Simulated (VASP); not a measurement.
An input for Ansatz (written as the equivalent of a VASP run, and not itself run):

Ansatz 0.2 input:
```yaml
crystal:
  lattice:
    - [0.0000000, 2.2350000, 2.2350000]
    - [2.2350000, 0.0000000, 2.2350000]
    - [2.2350000, 2.2350000, 0.0000000]
  atoms:
    - { symbol: Nb, position: [0.0000000, 0.0000000, 0.0000000] }
    - { symbol: C, position: [0.5000000, 0.5000000, 0.5000000] }
kpoints:
  mp_grid: { grid: [13, 13, 13] }
hamiltonian:
  xc: pbe
  pseudopotentials: { kind: paw }
scf:
  occupations: { method: methfessel_paxton, width: 0.1 }
  max_iter: 100
output: { forces: true, stress: true, eigenvalues: true }
```

**Question.** Translate this input to VASP (INCAR, KPOINTS, POSCAR, choice of POTCAR).

**Answer.** This is not unique; one that fits is 
POSCAR:
```
NbC
1
    0.0000000000     2.2350000000     2.2350000000
    2.2350000000     0.0000000000     2.2350000000
    2.2350000000     2.2350000000     0.0000000000
Nb C
1 1
Direct
  0.0000000000   0.0000000000   0.0000000000
  0.5000000000   0.5000000000   0.5000000000
```

KPOINTS:
```
Automatic mesh
0
Gamma
13 13 13
0 0 0
```

### INCAR
```
# general
SYSTEM  = NbC
PREC    = Accurate
ENCUT   = 520   # plane-wave cut-off (eV)
LREAL   = F   # projection in real space or not
LASPH   = T

# electronic loop
EDIFF   = 1E-6   # SCF stop (eV)
NELM    = 100   # most electronic steps
ALGO    = Normal   # blocked Davidson
LMAXMIX = 4   # l cut-off of mixed one-centre charges

# smearing
ISMEAR  = 1
SIGMA   = 0.1

# functional
GGA     = PE   # PBE

# ions
ISIF    = 2   # forces and stress, cell fixed

# output
LWAVE   = F
LCHARG  = F
```

POTCAR, in this order: Nb_sv C (PBE.64 set). Program: vasp_std.

The two are equivalent in intent, not identical: each code has its own PAW files, so the cut-off isn't converted (ENCUT is set for VASP's; basis.ecutwfc is left out, and Ansatz then takes the one that its files recommend); Ansatz stops its SCF on the density residual and VASP on the energy change (EDIFF).

The compound is NbC in the rock salt structure. The cell was not relaxed at this level.
